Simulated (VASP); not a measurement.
A run of VASP 6.6.1:

Contents of INCAR:

```
PREC = Accurate
ENCUT = 600
EDIFF = 1E-6
ISMEAR = 1
SIGMA = 0.1
LREAL = F
LASPH = T
NELM = 100
ALGO = Fast
ISIF = 3
LWAVE = F
LCHARG = F
ISPIN = 2
MAGMOM = 0 2 0 0 0
LORBIT = 11
LMAXMIX = 4
GGA = PE
IBRION = 2
NSW = 40
EDIFFG = -0.02
```

File KPOINTS:

```
Automatic mesh
0
Gamma
  6 6 6
```

File POSCAR:

```
CaCoAu3
1.0
    4.8510400000      0.0000000000      0.0000000000
    0.0000000000      4.8510400000      0.0000000000
    0.0000000000      0.0000000000      4.8510400000
Ca Co Au
1 1 3
Direct
    0.0000000000      0.0000000000      0.0000000000
    0.5000000000      0.5000000000      0.5000000000
    0.0000000000      0.5000000000      0.5000000000
    0.5000000000      0.0000000000      0.5000000000
    0.5000000000      0.5000000000      0.0000000000
```

Potentials or basis: VASP PAW PBE potentials, release 64 (Ca_sv, Co, Au).

Command:

```bash
$ cat potpaw_PBE.64/Ca_sv/POTCAR potpaw_PBE.64/Co/POTCAR potpaw_PBE.64/Au/POTCAR > POTCAR
$ mpirun -np 1 vasp_std > vasp.out
```

Hardware: 1 thread of Intel(R) Xeon(R) Platinum 8488C (Sapphire Rapids) (shared host).

Problem. How long does it take, and how much memory?

Solution. It took 9.9 min on 1 thread of Intel(R) Xeon(R) Platinum 8488C (Sapphire Rapids), on a shared host, peak memory 0.38 GiB. Counts: scf iterations 34, k points 20, ion steps 2.
